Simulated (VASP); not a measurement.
Data:

```yaml
crystal:
  lattice:
    - [5.70744, 0.00000, 0.00000]
    - [2.85372, 4.94278, 0.00000]
    - [0.00000, 0.00000, 20.94095]
  atoms:
    - { symbol: Al, position: [0.00090, 0.00090, 0.32742] }
    - { symbol: Al, position: [0.49819, 0.00090, 0.32742] }
    - { symbol: Al, position: [0.00090, 0.49819, 0.32742] }
    - { symbol: Al, position: [0.50000, 0.50000, 0.32678] }
    - { symbol: Al, position: [0.16667, 0.16667, 0.44179] }
    - { symbol: Al, position: [0.66572, 0.16856, 0.44212] }
    - { symbol: Al, position: [0.16856, 0.66572, 0.44212] }
    - { symbol: Al, position: [0.66572, 0.66572, 0.44212] }
    - { symbol: Al, position: [0.83443, 0.33279, 0.55815] }
    - { symbol: Al, position: [0.33279, 0.33279, 0.55815] }
    - { symbol: Al, position: [0.83333, 0.83333, 0.55449] }
    - { symbol: Al, position: [0.33279, 0.83443, 0.55815] }
    - { symbol: Al, position: [0.99675, 0.99675, 0.67138] }
    - { symbol: Al, position: [0.50650, 0.99675, 0.67138] }
    - { symbol: Al, position: [0.99675, 0.50650, 0.67138] }
    - { symbol: Al, position: [0.50000, 0.50000, 0.67107] }
    - { symbol: H, position: [0.16667, 0.16667, 0.71896] }
```

Calculation: PBE GGA, VASP's PBE PAW potentials (set 64) (plane waves; VASP). Numerical set-up: PREC = Normal, 400 eV cut-off, 5×5×1 Γ-centred mesh, first-order Methfessel-Paxton smearing of 0.10 eV, potentials Al H.

Q: Predict the energy per atom (σ→0), band gap (on the k-mesh) with the smallest direct gap where there is one.

A: 
band gap (on the k-mesh): none (metal, semimetal or under 0.01 eV)
energy per atom (σ→0): -3.541 eV/atom

The absolute energy has meaning only against runs of the same code, potentials and settings.

The cell is a thin slab with vacuum, built from Al (fcc): (111) face, H adsorbed.
